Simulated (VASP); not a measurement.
VASP input:

INCAR:
```
! general
SYSTEM   = ZrS2
PREC     = Accurate
ENCUT    = 520
LREAL    = .FALSE.
LASPH    = .TRUE.

! electronic loop
EDIFF    = 1E-6
NELM     = 100
ALGO     = Normal
LMAXMIX  = 4

! smearing
ISMEAR   = 0
SIGMA    = 0.05

! functional
GGA      = MK
LUSE_VDW = .TRUE.
AGGAC    = 0.0
PARAM1   = 0.1234
PARAM2   = 1.0

! ions
IBRION   = 2
NSW      = 60
ISIF     = 3
EDIFFG   = -0.02

! output
LWAVE    = .FALSE.
LCHARG   = .FALSE.
```

POSCAR:
```
ZrS2
1
    1.8202553323    -3.1527747401     0.0000000000
    1.8202553323     3.1527747401    -0.0000000000
   -0.0000000000     0.0000000000     5.7991755291
Zr S
1 2
Direct
  0.0000000000   0.0000000000   1.0000000000
  0.3333330000   0.6666670000   0.2492600743
  0.6666670000   0.3333330000   0.7507399257
```

File KPOINTS:
```
K-points
0
Gamma
  6 6 4
0 0 0
```

POTCAR, in this order: Zr_sv S (PBE.64 set). Program: vasp_std.

Problem. Write an equivalent input for Quantum ESPRESSO's pw.x.

Solution. One equivalent input (not run):
```
&CONTROL
  calculation = 'vc-relax'
  pseudo_dir = './pseudo'
  outdir = './out'
  tprnfor = .true.
  tstress = .true.
  nstep = 60
  forc_conv_thr = 0.00078
/
&SYSTEM
  ibrav = 0
  nat = 3
  ntyp = 2
  ecutwfc = 66
  occupations = 'smearing'
  smearing = 'gaussian'
  degauss = 0.003675
  input_dft = 'vdw-df-ob86'
/
&ELECTRONS
  conv_thr = 7.3e-08
  electron_maxstep = 100
/
&IONS
/
&CELL
/
ATOMIC_SPECIES
  Zr 91.224 Zr.upf
  S 32.060 S.upf
CELL_PARAMETERS angstrom
     1.8202553   -3.1527747    0.0000000
     1.8202553    3.1527747   -0.0000000
    -0.0000000    0.0000000    5.7991755
ATOMIC_POSITIONS crystal
  Zr   0.0000000  0.0000000  1.0000000
  S    0.3333330  0.6666670  0.2492601
  S    0.6666670  0.3333330  0.7507399
K_POINTS automatic
  6 6 4 0 0 0
```
The two are equivalent in intent, not identical: the potentials are each code's own (VASP's PAW set, PseudoDojo norm-conserving files in pw.x), so ENCUT and ecutwfc are chosen apart and not converted; conv_thr bounds pw.x's estimated SCF error, while EDIFF bounds the energy change between steps; forc_conv_thr acts on force components and is met together with etot_conv_thr.

The compound is ZrS2 in the 1T layered structure. This run relaxes it. Symmetry was kept, so distortions that lower it aren't found. The start is the result of an earlier pass.
